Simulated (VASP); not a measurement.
Data:

```yaml
crystal:
  lattice:
    - [3.04864, 0.00000, 0.00000]
    - [0.00000, 3.04864, 0.00000]
    - [0.00000, 0.00000, 3.04864]
  atoms:
    - { symbol: Al, position: [0.50000, 0.50000, 0.50000] }
    - { symbol: Ru, position: [0.00000, 0.00000, 0.00000] }
```

These are optB86b-vdW, VASP's PBE PAW potentials (set 64) (plane waves; VASP) values and carry that method's errors. Run with 520 eV cut-off, 12×12×12 Γ-centred mesh, first-order Methfessel-Paxton smearing of 0.10 eV, potentials Al Ru_pv.

Q: Give the stress tensor in GPa (positive for a compressed cell).

A: 
```
-10.93    0.00    0.00
  0.00  -10.93    0.00
  0.00    0.00  -10.93
```
The pressure is its mean diagonal, -10.93 GPa.

The compound is RuAl in the CsCl type structure. This cell is one point of a volume scan, at 1.06 of the reference volume. The electron count is odd and the run is not spin-polarised, which forces a metal.
